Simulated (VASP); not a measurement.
# CsLiCr2Te2S3 (Cmm2) in VASP: single point with PBEsol

Aim: the single point of CsLiCr2Te2S3 with PBEsol.

All numbers are computed with VASP 6.6.1; they aren't measurements. Logs are shortened: lines on timing, memory, paths and dates and some standing lists are left out, and cuts for length are marked.

## Step 1: The structure

Symmetry: Cmm2, No. 35, orthorhombic system. Conventional cell: a = 5.626 Å, b = 9.697 Å, c = 8.482 Å, α = 90.00°, β = 90.00°, γ = 90.00°. Cs (site symmetry mm2) has 7 S at 3.47 to 3.69 Å as nearest neighbours. Li (site symmetry mm2) has 2 S at 2.38 Å as nearest neighbours. Cr (site symmetry 2) is surrounded by 2 S at 2.24 Å. Te (site symmetry m) has 2 Cr at 2.73 Å and 1 Li at 2.87 Å and 2 Te at 3.02 Å as nearest neighbours. S (site symmetry m) has 2 Cr at 2.24 Å and 1 Li at 2.38 Å as nearest neighbours. S (site symmetry mm2) is surrounded by 4 Cr at 2.81 Å and 2 Li at 2.82 Å.

The cell was built by a generator and needn't be a form met in nature.

## Step 2: Single point, PBEsol, collinear spin, ferromagnetic start

INCAR reads:

```
  PREC = Accurate
  ENCUT = 520
  EDIFF = 1E-7
  ISMEAR = 0
  SIGMA = 0.1
  LREAL = F
  LASPH = T
  NELM = 100
  ALGO = Fast
  ISIF = 2
  LWAVE = F
  LCHARG = T
  ISPIN = 2
  MAGMOM = 0 0 2.15 2.15 -0.1 -0.1 -0.08 -0.08 -0.12
  LORBIT = 11
  LMAXMIX = 4
  GGA = PS
  LVHAR = T
  KPAR = 8
```

KPOINTS reads:

```
Automatic mesh
0
Gamma
  6 6 4
```

POSCAR reads:

```
CsLiCr2Te2S3
1.0
    2.8128700000     -4.8486500000      0.0000000000
    2.8128700000      4.8486500000      0.0000000000
    0.0000000000      0.0000000000      8.4815400000
Cs Li Cr Te S
1 1 2 2 3
Direct
    0.0000020000      0.0000020000      0.0849960000
    0.5000000000      0.5000000000      0.4810360000
    0.5000000000      0.0000010000      0.4696970000
    0.0000000000      0.5000010000      0.4696970000
    0.3071560000      0.6928440000      0.7371220000
    0.6928440000      0.3071560000      0.7371220000
    0.6742240000      0.3257760000      0.2830490000
    0.3257760000      0.6742240000      0.2830490000
    0.0000000000      0.0000000000      0.4945670000
```

Potentials or basis: VASP PAW PBE potentials, release 64 (Cs_sv, Li_sv, Cr_pv, Te, S).

Command:

```bash
> cat potpaw_PBE.64/Cs_sv/POTCAR potpaw_PBE.64/Li_sv/POTCAR potpaw_PBE.64/Cr_pv/POTCAR potpaw_PBE.64/Te/POTCAR potpaw_PBE.64/S/POTCAR > POTCAR
> mpirun -np 8 vasp_std > vasp.out
```

OUTCAR:

```text
PREC = Accurate
   ENCUT = 520
   EDIFF = 1E-7
   ISMEAR = 0
   LREAL = F
   LASPH = T
   NELM = 100
   ISIF = 2
   ISPIN = 2
   LORBIT = 11
   GGA = PS

 ion  position               nearest neighbor table
   1  0.000  0.000  0.085-
   2  0.500  0.500  0.481-   7 2.38   8 2.38   3 2.80   4 2.80   4 2.80   3 2.80   6 2.87   5 2.87

   3  0.500  0.000  0.470-   7 2.24   8 2.24   6 2.73   5 2.73   2 2.80   2 2.80   9 2.81   9 2.81
                             4 2.81   4 2.81
   4  0.000  0.500  0.470-   8 2.24   7 2.24   5 2.73   6 2.73   2 2.80   2 2.80   9 2.81   9 2.81
                             3 2.81   3 2.81
   5  0.307  0.693  0.737-   4 2.73   3 2.73   2 2.87   6 3.02   6 3.02
   6  0.693  0.307  0.737-   3 2.73   4 2.73   2 2.87   5 3.02   5 3.02
   7  0.674  0.326  0.283-   3 2.24   4 2.24   2 2.38
   8  0.326  0.674  0.283-   4 2.24   3 2.24   2 2.38
   9  0.000  0.000  0.495-   4 2.81   3 2.81   3 2.81   4 2.81

  LATTYP: Found a base centered orthorhombic cell.
 ALAT       =     5.6257400000
 B/A-ratio  =     1.7237376772
 C/A-ratio  =     1.5076309961

  Lattice vectors:

 A1 = (   2.8128700000,  -4.8486500000,   0.0000000000)
 A2 = (   2.8128700000,   4.8486500000,   0.0000000000)
 A3 = (   0.0000000000,   0.0000000000,   8.4815400000)

Analysis of symmetry for initial positions (statically):
=====================================================================
 Subroutine PRICEL returns:
 Original cell was already a primitive cell.

 Routine SETGRP: Setting up the symmetry group for a
 base centered orthorhombic supercell.

 Subroutine GETGRP returns: Found  4 space group operations
 (whereof  4 operations were pure point group operations)
 out of a pool of  8 trial point group operations.

The static configuration has the point symmetry C_2v.

Analysis of symmetry for dynamics (positions and initial velocities):
=====================================================================
 Subroutine PRICEL returns:
 Original cell was already a primitive cell.

 Routine SETGRP: Setting up the symmetry group for a
 base centered orthorhombic supercell.

 Subroutine GETGRP returns: Found  4 space group operations
 (whereof  4 operations were pure point group operations)
 out of a pool of  8 trial point group operations.

The dynamic configuration has the point symmetry C_2v.

Analysis of structural, dynamic, and magnetic symmetry:
=====================================================================
 Subroutine PRICEL returns:
 Original cell was already a primitive cell.

 Routine SETGRP: Setting up the symmetry group for a
 base centered orthorhombic supercell.

 Subroutine GETGRP returns: Found  4 space group operations
 (whereof  4 operations were pure point group operations)
 out of a pool of  8 trial point group operations.

The overall configuration has the point symmetry C_2v.

 Subroutine INISYM returns: Found  4 space group operations
 (whereof  4 operations are pure point group operations),
 and found     1 'primitive' translations

----------------------------------------------------------------------------------------

                                     Primitive cell

  volume of cell :     231.3530

  direct lattice vectors                    reciprocal lattice vectors
     2.812870000 -4.848650000  0.000000000     0.177754393 -0.103121487  0.000000000
     2.812870000  4.848650000  0.000000000     0.177754393  0.103121487  0.000000000
     0.000000000  0.000000000  8.481540000     0.000000000  0.000000000  0.117903117

  length of vectors
     5.605501267  5.605501267  8.481540000     0.205501011  0.205501011  0.117903117

  position of ions in fractional coordinates (direct lattice)
     0.000002000  0.000002000  0.084996000
     0.500000000  0.500000000  0.481036000
     0.500000000  0.000001000  0.469697000
     0.000000000  0.500001000  0.469697000
     0.307156000  0.692844000  0.737122000
     0.692844000  0.307156000  0.737122000
     0.674224000  0.325776000  0.283049000
     0.325776000  0.674224000  0.283049000
     0.000000000  0.000000000  0.494567000

  ion indices of the primitive-cell ions
   primitive index   ion index
                 1           1
                 2           2
                 3           3
                 4           4
                 5           5
                 6           6
                 7           7
                 8           8
                 9           9

----------------------------------------------------------------------------------------

 KPOINTS: Automatic mesh

Automatic generation of k-mesh.
 Grid dimensions read from file:
 generate k-points for:    6    6    4

 Generating k-lattice:

  Cartesian coordinates                     Fractional coordinates (reciprocal lattice)
     0.029625732 -0.017186915  0.000000000     0.166666667  0.000000000  0.000000000
     0.029625732  0.017186915  0.000000000     0.000000000  0.166666667  0.000000000
     0.000000000  0.000000000  0.029475779     0.000000000  0.000000000  0.250000000

  Length of vectors
     0.034250168  0.034250168  0.029475779

  Shift w.r.t. Gamma in fractional coordinates (k-lattice)
     0.000000000  0.000000000  0.000000000

 Subroutine IBZKPT returns following result:
 ===========================================

 Found     39 irreducible k-points:

 Following reciprocal coordinates:
            Coordinates               Weight
  0.000000  0.000000  0.000000      1.000000
  0.166667 -0.000000  0.000000      4.000000
  0.333333  0.000000  0.000000      4.000000
  0.500000  0.000000  0.000000      2.000000
  0.166667  0.166667  0.000000      2.000000
  0.333333  0.166667  0.000000      4.000000
[... 16 lines left out ...]
  0.333333  0.333333  0.250000      4.000000
  0.500000  0.333333  0.250000      8.000000
 [... further k-points ...]
   k-points           NKPTS =     39   k-points in BZ     NKDIM =     39   number of bands    NBANDS=     41
   number of dos      NEDOS =    301   number of ions     NIONS =      9
   total plane-waves  NPLWV = 112896
   dimension x,y,z NGX =    42 NGY =   42 NGZ =   64
   dimension x,y,z NGXF=    84 NGYF=   84 NGZF=  128
   ions per type =               1   1   2   2   3
   NGX,Y,Z   is equivalent  to a cutoff of  12.46, 12.46, 12.54 a.u.
   NGXF,Y,Z  is equivalent  to a cutoff of  24.91, 24.91, 25.09 a.u.
 SYSTEM =  unknown system
   PREC   = accura    normal or accurate (medium, high low for compatibility)
   ISTART =      0    job   : 0-new  1-cont  2-samecut
   ICHARG =      2    charge: 1-file 2-atom 10-const
   ISPIN  =      2    spin polarized calculation?
   LNONCOLLINEAR =      F non collinear calculations
   LSORBIT =      F    spin-orbit coupling
   LASPH  =      T    aspherical Exc in radial PAW
   ENCUT  =  520.0 eV  38.22 Ry    6.18 a.u.  10.42 10.42 15.77*2*pi/ulx,y,z
   NELM   =    100;   NELMIN=  2; NELMDL= -5     # of ELM steps
   EDIFF  = 0.1E-06   stopping-criterion for ELM
   LREAL  =      F    real-space projection
   EDIFFG = 0.1E-05   stopping-criterion for IOM
   NSW    =      0    number of steps for IOM
   IBRION =     -1    ionic relax: 0-MD 1-quasi-New 2-CG
   NFREE  =      0    steps in history (QN), initial steepest desc. (CG)
   ISIF   =      2    stress and relaxation
   ISYM   =      2    0-nonsym 1-usesym 2-fastsym
   POTIM  = 0.5000    time-step for ionic-motion
   TEBEG  =    0.0;   TEEND  =   0.0 temperature during run
   PSTRESS=    0.0 pullay stress
   NELECT =      66.0000    total number of electrons
   NUPDOWN=      -1.0000    fix difference up-down
   EMIN   =  10.00;   EMAX   =-10.00  energy-range for DOS
   EFERMI =   0.00;   METHOD = LEGACY
   ISMEAR =     0;   SIGMA  =   0.10  broadening in eV -4-tet -1-fermi 0-gaus
   EFERMI_NEDOS =   21; number of points for ismear=-14 and -15
   IALGO  =     68    algorithm
   IMIX   =      4    mixing-type and parameters
     AMIX     =   0.40;   BMIX     =  1.00
     AMIX_MAG =   1.60;   BMIX_MAG =  1.00
  volume/ion in A,a.u.               =      25.71       173.47
  Fermi-wavevector in a.u.,A,eV,Ry     =   1.077700  2.036557 15.802303  1.161437
  Thomas-Fermi vector in A             =   2.213618
   LORBIT       =     11    0 simple, 1 ext, 2 COOP (PROOUT), +10 PAW based schemes
   GGA     = PS    functional components
   LHFCALC =     F    Hartree Fock is set to
   AEXX    =    0.0000 exact exchange contribution
   IVDW    =     0    specifies the selected vdW correction
   LEPSILON=     F    determine dielectric tensor
   LRPA    =     F    only Hartree local field effects (RPA)
 spin polarized calculation
 RMM-DIIS sequential band-by-band and
 Gauss-broadening in eV      SIGMA  =   0.10
  energy-cutoff  :      520.00
  volume of cell :      231.35
 maximum number of plane-waves:      6268
 NGX is ok and might be reduce to    42
   NGX = 21   NGY = 21   NGZ = 31

 number of electron      66.0000032 magnetization       4.0002795

 Free energy of the ion-electron system (eV)
  ---------------------------------------------------
  ext. energy  EPLUGINS =         0.00000000
  ---------------------------------------------------
  free energy    TOTEN  =       -48.45401558 eV

  energy without entropy =      -48.42884736  energy(sigma->0) =      -48.44143147

 E-fermi :   4.0604     XC(G=0):  -9.0787

 val. band max:        4.0500136117   @ k =   0.5000   0.0000   0.2500
 cond. band min:       4.0608396669   @ k =   0.5000   0.3333   0.5000
 fundamental gap:      0.0108260552
 Fermi energy:         4.0604092516

 spin component 1

 k-point     1 :       0.0000    0.0000    0.0000
  band No.  band energies     occupation
      1     -40.7995      1.00000
      2     -39.9390      1.00000
      3     -39.9195      1.00000
      4     -39.8372      1.00000
      5     -39.8137      1.00000
      6     -39.7678      1.00000
[... 1045 lines left out ...]
     40       5.8946      0.00000
     41       6.8229      0.00000

 [... further k-points ...]

 spin component 2

 k-point     1 :       0.0000    0.0000    0.0000
  band No.  band energies     occupation
      1     -40.7967      1.00000
      2     -37.9674      1.00000
      3     -37.7615      1.00000
      4     -37.6996      1.00000
      5     -37.6725      1.00000
      6     -37.4436      1.00000
[... 1045 lines left out ...]
     40       6.8410      0.00000
     41       7.1553      0.00000

 [... further k-points ...]
[... 5 lines left out ...]
  --------------------------------------------------------------------------------------
  -------------------------------------------------------------------------------------
  Total       -3.9905735     -3.1520091     -3.5440124      0.0000000      0.0000000      0.0000000
  in kB      -27.6357137    -21.8284470    -24.5431676      0.0000000      0.0000000      0.0000000
  external PRESSURE =     -24.6691094 kB  Pullay stress =       0.0000000 kB

 VOLUME and BASIS-vectors are now :
 -----------------------------------------------------------------------------
  energy-cutoff  :      520.00
  volume of cell :      231.35
      direct lattice vectors                 reciprocal lattice vectors
     2.812870000 -4.848650000  0.000000000     0.177754393 -0.103121487  0.000000000
     2.812870000  4.848650000  0.000000000     0.177754393  0.103121487  0.000000000
     0.000000000  0.000000000  8.481540000     0.000000000  0.000000000  0.117903117

 POSITION                                       TOTAL-FORCE (eV/Angst)
 -----------------------------------------------------------------------------------
      0.00001      0.00000      0.72090        -0.000000     -0.000000      0.121412
      2.81287      0.00000      4.07993        -0.000000     -0.000000      0.030644
      1.40644     -2.42432      3.98375         0.000000     -0.000000     -0.094036
      1.40644      2.42433      3.98375         0.000000     -0.000000     -0.094036
      2.81287      1.87007      6.25193        -0.000000      0.089350     -0.253251
      2.81287     -1.87007      6.25193        -0.000000     -0.089350     -0.253251
      2.81287     -1.68950      2.40069        -0.000000     -0.128791      0.289799
      2.81287      1.68950      2.40069        -0.000000      0.128791      0.289799
      0.00000      0.00000      4.19469        -0.000000     -0.000000     -0.037080
 -----------------------------------------------------------------------------------
    total drift:                               -0.010320     -0.008923     -0.001325

  FREE ENERGIE OF THE ION-ELECTRON SYSTEM (eV)
  ---------------------------------------------------
  free  energy   TOTEN  =       -48.4540155807 eV

  energy  without entropy=      -48.4288473580  energy(sigma->0) =      -48.44143147

 total charge

# of ion       s       p       d       tot
------------------------------------------
    1        1.843   4.684   0.033   6.560
    2        2.022   0.072   0.000   2.095
    3        0.283   6.274   4.180  10.737
    4        0.283   6.274   4.180  10.737
    5        1.399   1.928   0.043   3.370
    6        1.399   1.928   0.043   3.370
    7        1.343   2.363   0.000   3.705
    8        1.343   2.363   0.000   3.705
    9        1.345   2.246   0.000   3.590
--------------------------------------------------
tot         11.259  28.131   8.478  47.868

 magnetization (x)

# of ion       s       p       d       tot
------------------------------------------
    1        0.001  -0.002   0.000  -0.001
    2        0.000   0.002   0.000   0.002
    3        0.022   0.020   2.099   2.141
    4        0.022   0.020   2.099   2.141
    5       -0.004  -0.095   0.002  -0.098
    6       -0.004  -0.095   0.002  -0.098
    7       -0.003  -0.078   0.000  -0.081
    8       -0.003  -0.078   0.000  -0.081
    9        0.011  -0.119   0.000  -0.108
--------------------------------------------------
tot          0.040  -0.426   4.202   3.816
```

Run time: 6.7 min. Hardware: 8 MPI ranks of Intel Xeon Platinum 8559C (Emerald Rapids), shared host; peak memory 0.86 GiB.

What came out:

```yaml
Free_energy: -48.4540 eV
Largest_force: 0.317 eV/Å
Band_gap_on_the_k_mesh: none (metal or under the smearing width)
Net_moment: 4.00 μB per cell
Site_moments: Cs -0.00; Li +0.00; Cr +2.14; Te -0.10; S -0.08, -0.11 μB
Valence_electrons_inside_the_program's_atomic_spheres: Cs 6.56; Li 2.10; Cr 10.74; Te 3.37; S 3.71, 3.59
```

Forces on the atoms (eV/Å):
```
Cs   0.000  0.000  0.121
Li   0.000  0.000  0.031
Cr   0.000  0.000 -0.094
Cr   0.000  0.000 -0.094
Te   0.000  0.089 -0.253
Te   0.000 -0.089 -0.253
S    0.000 -0.129  0.290
S    0.000  0.129  0.290
S    0.000  0.000 -0.037
```

Levels at points of the mesh, in eV from the Fermi level:
Spin up:
```
           k point  band 33  band 34  band 35  band 36  band 37  band 38
(0.00, 0.00, 0.00)    -0.57    -0.51    -0.49    -0.37     0.21     0.62
(0.50, 0.00, 0.00)    -0.75    -0.54    -0.48     0.05     0.38     0.91
(0.50, 0.50, 0.00)    -0.56    -0.41     0.40     0.58     0.60     0.71
(0.00, 0.00, 0.50)    -0.57    -0.57    -0.55    -0.34     0.26     0.72
(0.50, 0.00, 0.50)    -0.78    -0.55    -0.49    -0.08     0.42     0.96
(0.50, 0.50, 0.50)    -0.54    -0.44     0.38     0.57     0.65     0.71
```
Spin down:
```
           k point  band 29  band 30  band 31  band 32  band 33  band 34
(0.00, 0.00, 0.00)    -1.31    -0.67    -0.58     0.84     0.85     0.93
(0.50, 0.00, 0.00)    -0.97    -0.46    -0.35     0.80     0.83     1.13
(0.50, 0.50, 0.00)    -0.75    -0.46    -0.26     0.97     1.43     1.44
(0.00, 0.00, 0.50)    -1.51    -0.66    -0.61     0.85     0.89     0.95
(0.50, 0.00, 0.50)    -1.03    -0.45    -0.33     0.84     0.85     1.13
(0.50, 0.50, 0.50)    -0.70    -0.43    -0.25     1.01     1.37     1.43
```

Caveat: the cutoff is under 1.25 times the usual one of these potentials, so pressure, stress and relaxed cells hold a basis-set (Pulay) error; the PAW data sets were made with another functional, which shifts forces and pressure a little; only a ferromagnetic start was run, and an antiferromagnetic order may lie lower in energy. With open d or f shells a metallic result of PBEsol can be an artefact of self-interaction; +U or a hybrid may open a gap.
